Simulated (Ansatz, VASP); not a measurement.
# Cross-check of Re (Rhenium) between VASP and Ansatz

Wanted: the spread between two codes on one cell, functional and k mesh. The cell is taken from a series of runs on this material, whose earlier steps may have relaxed, scaled, displaced or heated it; both programs get it as it stands.

Program: Ansatz 0.2.0. Level of theory: plane waves, with VASP 6.6.1 beside it; zone-centre phonons at PBEsol. Results are calculated unless marked as measured.

## 1. The starting structure

Symmetry: P6_3/mmc, No. 194, hexagonal system. The conventional cell has a = 2.787 Å, b = 2.787 Å, c = 4.499 Å, α = 90.00°, β = 90.00°, γ = 120.00°. Nearest to Re lie 12 Re at 2.77 to 2.79 Å.

## 2. VASP: zone-centre phonons, PBEsol

Second derivatives magnify differences that forces hide, and they need a tight electronic threshold.

Lines of VASP's logs that name or quote its potential files are left out, and so is its time.

INCAR reads:

```
SYSTEM = Re
PREC = Accurate
ENCUT = 600
EDIFF = 1E-08
NELM = 120
ISMEAR = 1
SIGMA = 0.2
LREAL = .FALSE.
ALGO = Normal
GGA = PS
NBANDS = 13
LASPH = .TRUE.
LORBIT = 11
LWAVE = .FALSE.
LCHARG = .FALSE.
ISIF = 2
IBRION = 8
GGA_COMPAT = .FALSE.
KPAR = 2
```

POSCAR reads:

```
Re
1.0
    2.7872005651      0.0000000000      0.0000000000
   -1.3936002826      2.4137864948      0.0000000000
    0.0000000000      0.0000000000      4.4989980236
Re
2
Direct
    0.3333333333      0.6666666667      0.2500000000
    0.6666666667      0.3333333333      0.7500000000
```

KPOINTS reads:

```
Automatic mesh
0
Gamma
18 18 12
0 0 0
```

PAW data sets: Re (PBE family, release 64).

Started as:

```
$ mpirun -np 2 vasp_std
```

Numbers of over 12 decimals in the logs are rounded to 6 here.

The log of the run:

```text
[banner, memory and clock lines left out]
running    2 mpi-ranks, on    1 nodes
 distrk:  each k-point on    1 cores,    2 groups
 distr:  one band on    1 cores,    1 groups

 POSCAR found type information on POSCAR Re
 POSCAR found :  1 types and       2 ions
|                                                                             |
|               ----> ADVICE to this user running VASP <----                  |
|                                                                             |
|     You enforced a specific xc type in the INCAR file but a different       |
|     [... a line on the potential file left out ...]
|     I HOPE YOU KNOW WHAT YOU ARE DOING!                                     |
|                                                                             |

 LDA part: xc-table for (Slater+PW92), standard interpolation
 POSCAR, INCAR and KPOINTS ok, starting setup
 FFT: planning ... GRIDC
 FFT: planning ... GRID_SOFT
 FFT: planning ... GRID
 WAVECAR not read
 entering main loop
       N       E                     dE             d eps       ncg     rms          rms(c)
DAV:   1     0.311790580129E+02    0.31179E+02   -0.73293E+03 12666   0.144E+03
DAV:   2    -0.251875652034E+02   -0.56367E+02   -0.47566E+02 11405   0.324E+02
DAV:   3    -0.282257974889E+02   -0.30382E+01   -0.27584E+01 11835   0.101E+02
DAV:   4    -0.282769300515E+02   -0.51133E-01   -0.50309E-01 10706   0.700E+00
DAV:   5    -0.282777712601E+02   -0.84121E-03   -0.83946E-03 11483   0.125E+00    0.421E+01
DAV:   6    -0.270683843450E+02    0.12094E+01   -0.11308E+00 11781   0.302E+01    0.163E+01
DAV:   7    -0.266988134767E+02    0.36957E+00   -0.68260E-01 12050   0.228E+01    0.689E-01
DAV:   8    -0.266858286109E+02    0.12985E-01   -0.85964E-03 11797   0.954E-01    0.190E-01
DAV:   9    -0.266846944360E+02    0.11342E-02   -0.63582E-04 12636   0.297E-01    0.378E-02
DAV:  10    -0.266847014142E+02   -0.69782E-05   -0.49362E-05 10963   0.800E-02    0.178E-02
DAV:  11    -0.266847022888E+02   -0.87458E-06   -0.89025E-07 12395   0.201E-02    0.182E-03
DAV:  12    -0.266847020669E+02    0.22186E-06   -0.30508E-08  8190   0.724E-03    0.842E-04
DAV:  13    -0.266847020502E+02    0.16768E-07   -0.16382E-08  7357   0.227E-03    0.225E-04
DAV:  14    -0.266847020306E+02    0.19582E-07   -0.39224E-09  5902   0.206E-03    0.774E-04
DAV:  15    -0.266847020264E+02    0.42435E-08   -0.30106E-09  5432   0.173E-03
   1 F= -.26684702E+02 E0= -.26684773E+02  d E =0.212080E-03
 Linear response reoptimize wavefunctions to high precision
DAV:   1    -0.266847020269E+02   -0.58799E-09   -0.95427E-09  8195   0.157E-03
DAV:   2    -0.266847020270E+02   -0.27740E-10   -0.18870E-10  5302   0.368E-04
 Linear response DOF=           2
 Linear response progress:
  Degree of freedom:   1/  2
       N       E                     dE             d eps       ncg     rms          rms(c)
RMM:   1    -0.739182220531E-01   -0.73918E-01   -0.53854E+00 29909   0.150E+02
RMM:   2    -0.142453094473E+00   -0.68535E-01   -0.70602E-02 67635   0.267E+00    0.131E-01
RMM:   3    -0.142024214916E+00    0.42888E-03   -0.18392E-03 66474   0.363E-01    0.885E-02
RMM:   4    -0.141212448499E+00    0.81177E-03   -0.10558E-03 68720   0.331E-01    0.226E-02
RMM:   5    -0.141264017598E+00   -0.51569E-04   -0.42075E-05 65332   0.759E-02    0.882E-03
RMM:   6    -0.141275217569E+00   -0.11200E-04   -0.63423E-06 68147   0.256E-02    0.501E-03
RMM:   7    -0.141279340928E+00   -0.41234E-05   -0.59782E-07 60259   0.118E-02    0.938E-04
RMM:   8    -0.141277523738E+00    0.18172E-05   -0.20239E-07 72667   0.238E-03    0.378E-04
RMM:   9    -0.141276470998E+00    0.10527E-05   -0.14439E-08 66543   0.977E-04    0.816E-05
RMM:  10    -0.141276381449E+00    0.89550E-07   -0.19696E-08 73271   0.452E-04    0.217E-05
RMM:  11    -0.141276394480E+00   -0.13032E-07   -0.22878E-08 69723   0.384E-04    0.592E-06
RMM:  12    -0.141276385152E+00    0.93278E-08   -0.27769E-08 71946   0.366E-04    0.305E-06
 first order change of Fermi-energy   0.44104E-04
 force on displaced ion       1 direction 1 :  -3.785   0.000   0.000
 Linear response progress:
  Degree of freedom:   2/  2
       N       E                     dE             d eps       ncg     rms          rms(c)
RMM:   1    -0.108848816139E+00   -0.10885E+00   -0.58706E+00 10275   0.156E+02
RMM:   2    -0.182852370104E+00   -0.74004E-01   -0.60032E-02 21742   0.319E+00    0.201E-01
RMM:   3    -0.183965937481E+00   -0.11136E-02   -0.47764E-03 22497   0.635E-01    0.116E-01
RMM:   4    -0.184147736379E+00   -0.18180E-03   -0.40088E-04 23931   0.192E-01    0.506E-02
RMM:   5    -0.184349337284E+00   -0.20160E-03   -0.24681E-04 22671   0.140E-01    0.165E-02
RMM:   6    -0.184369940543E+00   -0.20603E-04   -0.45621E-05 21024   0.417E-02    0.600E-03
RMM:   7    -0.184401540442E+00   -0.31600E-04    0.10569E-05 21802   0.250E-02    0.276E-03
RMM:   8    -0.184400681812E+00    0.85863E-06    0.55944E-06 23894   0.935E-03    0.114E-03
RMM:   9    -0.184395878021E+00    0.48038E-05   -0.27416E-07 20660   0.975E-03    0.224E-04
RMM:  10    -0.184396604350E+00   -0.72633E-06   -0.15457E-06 24242   0.243E-03    0.214E-04
RMM:  11    -0.184396606763E+00   -0.24122E-08    0.58631E-07 21909   0.114E-03    0.130E-04
RMM:  12    -0.184396121351E+00    0.48541E-06    0.66812E-07 23216   0.795E-04    0.123E-05
RMM:  13    -0.184396286967E+00   -0.16562E-06    0.18254E-07 25365   0.457E-04    0.116E-05
RMM:  14    -0.184396328405E+00   -0.41438E-07   -0.38472E-08 23422   0.403E-04    0.763E-06
RMM:  15    -0.184396335768E+00   -0.73627E-08   -0.57207E-08 22879   0.411E-04    0.227E-06
 first order change of Fermi-energy   0.14254E-03
 force on displaced ion       1 direction 3 :  -0.000   0.000  -0.513
 Linear response finished
```

From OUTCAR (step 2):

```text
ion  position               nearest neighbor table
   1  0.333  0.667  0.250-   2 2.77   2 2.77   2 2.77   2 2.77   2 2.77   2 2.77
   2  0.667  0.333  0.750-   1 2.77   1 2.77   1 2.77   1 2.77   1 2.77   1 2.77

  LATTYP: Found a hexagonal cell.
 ALAT       =     2.7872005651
 C/A-ratio  =     1.6141637168

 Subroutine GETGRP returns: Found 24 space group operations
 (whereof 12 operations were pure point group operations)

The static configuration has the point symmetry D_3d.
 The point group associated with its full space group is D_6h.

 Found    259 irreducible k-points:

   k-points           NKPTS =    259   k-points in BZ     NKDIM =    259   number of bands    NBANDS=     13

   dimension x,y,z NGX =    24 NGY =   24 NGZ =   36
   dimension x,y,z NGXF=    48 NGYF=   48 NGZF=   72

   ENCUT  =  600.0 eV  44.10 Ry    6.64 a.u.   5.57  5.57  8.99*2*pi/ulx,y,z

   NELECT =      14.0000    total number of electrons

 k-points in reciprocal lattice and weights: Automatic mesh
   0.00000000  0.00000000  0.00000000       0.000
   0.05555556  0.00000000  0.00000000       0.002
   0.11111111  0.00000000  0.00000000       0.002
   0.16666667  0.00000000  0.00000000       0.002
   0.22222222  0.00000000  0.00000000       0.002
   0.27777778 -0.00000000  0.00000000       0.002
   0.33333333 -0.00000000  0.00000000       0.002
   0.38888889 -0.00000000  0.00000000       0.002
   0.44444444  0.00000000  0.00000000       0.002
[...]
0.33333333  0.27777778  0.50000000       0.003
   0.33333333  0.33333333  0.50000000       0.001

 average (electrostatic) potential at core
       1 -39.3659       2 -39.3659

  Total       -2.6936248     -2.6936248     -2.7178320      0.0000000      0.0000000      0.0000000
  in kB     -142.5820369   -142.5820369   -143.8633988      0.0000000      0.0000000      0.0000000
  external PRESSURE =    -143.0091575 kB  Pullay stress =       0.0000000 kB

  energy-cutoff  :      600.00
  volume of cell :       30.27
      direct lattice vectors                 reciprocal lattice vectors
     2.787200565  0.000000000  0.000000000     0.358782935  0.207143424  0.000000000
    -1.393600283  2.413786495  0.000000000     0.000000000  0.414286849  0.000000000
     0.000000000  0.000000000  4.498998024     0.000000000  0.000000000  0.222271714

 POSITION                                       TOTAL-FORCE (eV/Angst)
 -----------------------------------------------------------------------------------
     -0.00000      1.60919      1.12475        -0.000000      0.000000      0.000000
      1.39360      0.80460      3.37425         0.000000      0.000000      0.000000
 -----------------------------------------------------------------------------------
    total drift:                               -0.000000      0.000000     -0.000000

 Eigenvectors and eigenvalues of the dynamical matrix
 ----------------------------------------------------

   1 f  =    3.152025 THz    19.804758 2PiTHz  105.140243 cm-1    13.035723 meV
             X         Y         Z           dx          dy          dz
     -0.000000  1.609191  1.124750    -0.581869    0.401781   -0.000000
      1.393600  0.804595  3.374249     0.581869   -0.401781   -0.000000

   2 f  =    3.152025 THz    19.804758 2PiTHz  105.140243 cm-1    13.035723 meV
             X         Y         Z           dx          dy          dz
     -0.000000  1.609191  1.124750    -0.401781   -0.581869    0.000000
      1.393600  0.804595  3.374249     0.401781    0.581869    0.000000

   3 f  =    1.160125 THz     7.289281 2PiTHz   38.697609 cm-1     4.797890 meV
             X         Y         Z           dx          dy          dz
     -0.000000  1.609191  1.124750     0.000000   -0.000000    0.707107
      1.393600  0.804595  3.374249    -0.000000   -0.000000   -0.707107

   4 f  =    0.000000 THz     0.000000 2PiTHz    0.000001 cm-1     0.000000 meV
             X         Y         Z           dx          dy          dz
     -0.000000  1.609191  1.124750    -0.614396   -0.349443    0.020160
      1.393600  0.804595  3.374249    -0.614396   -0.349443    0.020160

   5 f  =    0.000000 THz     0.000000 2PiTHz    0.000001 cm-1     0.000000 meV
             X         Y         Z           dx          dy          dz
     -0.000000  1.609191  1.124750    -0.028043    0.008546   -0.706499
      1.393600  0.804595  3.374249    -0.028043    0.008546   -0.706499

   6 f/i=    0.000000 THz     0.000000 2PiTHz    0.000001 cm-1     0.000000 meV
             X         Y         Z           dx          dy          dz
     -0.000000  1.609191  1.124750    -0.348899    0.614668    0.021283
      1.393600  0.804595  3.374249    -0.348899    0.614668    0.021283

 ELASTIC MODULI CONTR FROM IONIC RELAXATION (kBar)
 Direction    XX          YY          ZZ          XY          YZ          ZX
 --------------------------------------------------------------------------------
 XX        -115.3969    115.3969      0.0000      0.0000      0.0000      0.0000
 YY         115.3969   -115.3969     -0.0000      0.0000      0.0000     -0.0000
 ZZ           0.0000     -0.0000     -0.0000      0.0000      0.0000     -0.0000
 XY           0.0000      0.0000      0.0000   -115.3969      0.0000     -0.0000
 YZ           0.0000      0.0000      0.0000      0.0000      0.0000      0.0000
 ZX           0.0000     -0.0000     -0.0000     -0.0000      0.0000     -0.0000
 --------------------------------------------------------------------------------
```

The data set Re keeps the semicore shell frozen, which is cheaper and a little less accurate.

## 3. Ansatz: zone-centre phonons, PBEsol

Ansatz runs on its PAW soft_1 files.

The same cell, functional, mesh and smearing now go to Ansatz, which takes its cutoff from its data sets.

input.yaml reads:

```yaml
crystal:
  lattice:
    - [2.7872005651, 0.0, 0.0]
    - [-1.3936002826, 2.4137864948, 0.0]
    - [0.0, 0.0, 4.4989980236]
  atoms:
    - { symbol: Re, position: [0.3333333333, 0.6666666667, 0.25] }
    - { symbol: Re, position: [0.6666666667, 0.3333333333, 0.75] }
kpoints:
  mp_grid: { grid: [18, 18, 12] }
hamiltonian:
  xc: pbesol
  pseudopotentials: { kind: paw, azcp: { folder: soft_1 }, xc_functional: pbe }
scf:
  occupations: { method: methfessel_paxton, width: 0.2 }
output:
  eigenvalues: true
phonons:
  method: dfpt
```

Started as:

```
$ ansatz run input.yaml --threads 4 --pin off --max-ram 10240MiB --backend cpu --events-out ev --progress --plain --runs-dir out
```

The log of the run:

```text
zone centre: on kpoints.mp_grid the ground state, and the responses unless they are solved on pairs of k-points, stand on 637 of the mesh's 3888 k-points, reduced under 4 symmetry operations, with k and −k counted as one. Each operation leaves every solved displacement unchanged or reverses it
Engine: ansatz 0.2.0, x86_64-unknown-linux-gnu
Pseudopotentials: kind: paw
Pseudopotential: Re, paw, valence charge 15, recommended cutoff 420 eV (normal), soft_1/Re.paw.azcp
Functional definition: PBEsol
  exchange = pbesol_x
  correlation = pbesol_c
Crystal: 2 atoms, lattice volume = 30.268 Å³
Basis set: ecut = 420 eV, 591 PW (Γ), exchange–correlation on 40×40×64 points (8 copies of the dense FFT grid, shifted against one another)
Bands: 19, of which v1, the nominal top of the filled ones, is band 15 counted from 1 (14 counted from 0)
Symmetry: 24 space group operations
k-points: 637 of 3888 (irreducible under 4 space group operations, time reversal used)
Non-local potential: Re, projectors of the file, l = 0: 3, l = 1: 2, l = 2: 2, l = 3: 1
PAW form: soft (Blöchl's): semilocal exchange-correlation on the pseudo side does not see the compensation charge
PAW frozen core: Re, regenerated for the run's functional, and the local potential with it (the file was generated under x = pbe(κ = 0.804, μ = 0.219515), c = pbe(β = 0.066725))
PAW one-centre angular grid: Re, 590 points (default); XC on 64 Gauss nodes
Initial density: superposition of atomic densities (chi_scale 0.1, normalization cell)
Initial wavefunctions: pseudopotential atomic-orbital guess
Functional: x = pbesol(κ = 0.804, μ = 0.123457), c = pbesol(β = 0.046)
SCF iter   1: F=—  HF=-21477.150950 eV  |F-HF|=—  |Δ(HF+E_count)|=         —  Δρ=6.29e-2  dr2=1.15e0  ethr=3.10e-3  ⟨swp⟩=4.6  Hψ=47850  notcnv=0
preconditioner: auto → none  [metal: Δε(μ)=0.006 eV  Ē_g=6.201 eV  σ=0.200 eV  W_gap=0.03  n_scr=8 (ndim 8)  ℏωp=25.3 eV  f_vac=0.000  D(μ)=1.64/eV (n_scr^D=22)  sad-step TF]
SCF iter   2: F=—  HF=-21476.844168 eV  |F-HF|=—  |Δ(HF+E_count)|=   3.07e-1  S|Δr|=    0.00e0  Δρ=3.66e-2  dr2=3.77e-1  ethr=3.10e-3  ⟨swp⟩=2.0  Hψ=19433  notcnv=0  defer=4
SCF iter   3: F=—  HF=-21476.700425 eV  |F-HF|=—  |Δ(HF+E_count)|=   1.44e-1  S|Δr|=    0.00e0  Δρ=1.79e-3  dr2=3.51e-4  ethr=1.26e-3  ⟨swp⟩=3.0  Hψ=23244  notcnv=0  defer=4
SCF iter   4: F=—  HF=-21476.700793 eV  |F-HF|=—  |Δ(HF+E_count)|=   3.68e-4  S|Δr|=    0.00e0  Δρ=2.00e-4  dr2=1.26e-5  ethr=1.17e-6  ⟨swp⟩=2.1  Hψ=18247  notcnv=0  defer=4
SCF iter   5: F=—  HF=-21476.700789 eV  |F-HF|=—  |Δ(HF+E_count)|=   3.93e-6  S|Δr|=    0.00e0  Δρ=3.44e-5  dr2=2.48e-7  ethr=4.20e-8  ⟨swp⟩=2.0  Hψ=16442  notcnv=0  defer=4
SCF iter   6: F=—  HF=-21476.700788 eV  |F-HF|=—  |Δ(HF+E_count)|=   4.72e-7  S|Δr|=    0.00e0  Δρ=8.05e-6  dr2=1.37e-8  ethr=8.28e-10  ⟨swp⟩=2.7  Hψ=23083  notcnv=0  defer=2
SCF iter   7: F=—  HF=-21476.700788 eV  |F-HF|=—  |Δ(HF+E_count)|=   2.01e-9  S|Δr|=    0.00e0  Δρ=1.24e-6  dr2=2.51e-10  ethr=4.55e-11  ⟨swp⟩=2.7  Hψ=20665  notcnv=0  defer=2
SCF iter   8: F=-21476.700788 eV  HF=-21476.700788 eV  |F-HF|=1.46e-11  |Δ(HF+E_count)|=  3.64e-12  S|Δr|=    0.00e0  Δρ=8.75e-8  dr2=1.25e-12  ethr=1.00e-12  ⟨swp⟩=5.7  Hψ=51823  notcnv=0
the search or the solves at the SCF's close seem to have found levels that the self-consistency loop had missed (the run counts 1). By its estimate they hold under 1e-12 electrons; where the run keeps them, the occupations were computed again with them
SCF 1 converged in 8 iterations: F = -21476.700788 eV  dr2 = 1.25e-12
  greatest PAW one-centre occupation: 0.999 electrons in one spin orbital (limit 2), on the Re atom at site 1 (counted from 0), in its partial waves of l = 0
DFPT response loops at Γ: preconditioner auto → Kerker (q_TF=auto, 2.724 Å⁻¹) (partly filled bands, converged f_vac=0.000); β = 1.00, the filter's whole step (`scf.mixing.beta` (0.50) is not read by the response loops under this deck's `scf.mixing.preconditioner`; to damp them name `kerker` or `kerker_dos`, under which they read `scf.mixing.beta`, and type it under 1.00, their step now; both keys bind the ground state too); Broyden in place of MSR1
SCF converged after 8 iterations
Stability not checked: this state was not tested for a lower state beside it, because cold or Methfessel-Paxton smearing, or corrected tetrahedra, fill the levels in a way that the test cannot read (fill_not_monotonic; see scf.lower_state_search)
Free energy (F): -21476.700788 eV
Harris-Foulkes:  -21476.700788 eV  (|F-HF|=1.46e-11)
Internal energy: -21476.701146 eV  (E = F + TS)
E sigma→0 (E₀):  -21476.700878 eV
Entropy (-TS):   0.000358 eV (0.179 meV/atom)
Fermi energy:    23.066961 eV
Step filling:    the computed levels leave a gap of 0.0000 eV = 0.0 smearing widths at the electron count; against every level under it full and every level over it empty, smearing changes F+E_penalty+E_count by +0.644 meV and its σ→0 estimate by +0.555 meV
--- Per-component energies (eV) ---
  E_band       = -168.817868
  E_kinetic    = 1042.886076
  E_local      = -1594.669351  (includes V_loc(G=0)·N_el)
  E_nonlocal   = 164.895921
  E_hartree    = 551.846940
  E_xc         = -707.476351
  E_vxc        = -578.732458  (∫ρ·V_xc dr)
  E_paw        = -17151.717525  (= ΣΔE_a)
  E_vpaw       = -306.892075  (= ΣTr[D̂ρ^β])
  E_aug_tail   = 0.000096  (compensation charges beyond the density's cutoff)
  E_ewald      = -3782.933605
  E_core_change = 0.466653  (= ΣΔE_core)
  E_smearing   = 0.000358  (= −TS)
  E_closure    = -0.000000  (closes the sum)
  Σ components = -21476.700788   (vs F -21476.700788, Δ=0.00e0)
--- Band table (eV; the first three rows and the last of 637) ---
  k-point 0: bands = [... 11 lower, 21.5714, 21.5772, 22.3768, 22.3768, 23.2687, 23.2687, 23.6408, 26.3362]
  k-point 1: bands = [... 11 lower, 21.5283, 21.5283, 22.3251, 22.3251, 23.3857, 23.3857, 23.4002, 26.3463]
  k-point 2: bands = [... 11 lower, 21.4367, 21.4367, 22.1850, 22.1850, 22.7956, 23.6943, 23.6943, 26.3557]
  k-point 636: bands = [... 11 lower, 19.9193, 20.9899, 20.9899, 22.9243, 22.9243, 26.9125, 26.9125, 29.1742]
--- Phonons (Γ-DFPT): 2 representative perturbations + reference, on 637 of 3888 k-points (Σ response iterations 5) ---
  k mesh reduced under 4 symmetry operations, with k and −k counted as one. Each operation leaves every solved displacement unchanged or reverses it
  ASR residual: 1.008e-4 → 0.000e0 eV/Å²; symmetrization residual: 6.314e-10 eV/Å²
  ASR residual per site (eV/Å²): 1.01e-4 1.01e-4
  Γ frequencies (cm⁻¹): 0.00 0.00 0.00 44.55 106.73 106.73
  non-analytic LO–TO correction: not included (Born effective charges unavailable; polar crystals: no LO–TO splitting at Γ)
```

Reading the cycles: dr2 is the Hartree energy of the density residual (eV), the measure of convergence; HF is the Harris–Foulkes estimate of the energy, which meets the free energy F at convergence.

## 4. Differences

Known differences besides the potentials themselves: the data sets hold 30 valence electrons in Ansatz (on its PAW soft_1 files) and 14 in VASP; the cutoff is 420 eV in Ansatz and 600 eV in VASP; Ansatz makes its cores anew for this functional, VASP keeps those of its PBE data sets. Total energies have different zeros and are not compared.

Both answers:

| quantity | Ansatz | VASP | difference |
| --- | --- | --- | --- |
| optical mode 1 (cm⁻¹) | 44.5 | 38.7 | +5.9 |
| optical mode 2 to 3 (cm⁻¹) | 106.7 | 105.1 | +1.51 % |

Modes are paired by rising frequency, not by their patterns, so a pair may set unlike modes beside each other; they are those without the splitting of longitudinal modes.

## 5. What came out

```yaml
r_m_s_difference_of_the_optical_zone_centre_modes_each_program_s_sorted_by_frequency_zone_centre_phonons_pbesol: 3.6 cm⁻¹
difference_in_optical_mode_2_to_3_zone_centre_phonons_pbesol: +1.5 %
```

The r.m.s. difference of the optical zone-centre modes, each program's sorted by frequency is 3.6 cm⁻¹ (zone-centre phonons, PBEsol). The data sets hold unlike numbers of valence electrons (30 in Ansatz and 14 in VASP), so part of the differences comes from the potentials. Among the rows given in per cent, the largest difference of the zone-centre phonons, PBEsol pair is in optical mode 2 to 3, +1.5 %. How closely two codes agree says nothing of how well the functional describes the real material.

[Lines on the potential files, build, host, timing and source positions are cut from VASP's logs without a mark.]

[Logs are printed without paths, hosts, clocks, repeated set-up lines and the standing remarks that a program may print on its own settings, such as how far it seeks lower states.]

[Hosts, paths, dates, database ids (printed as entryN), source tags and the programs' standing remarks are cut or masked in the printed files.]
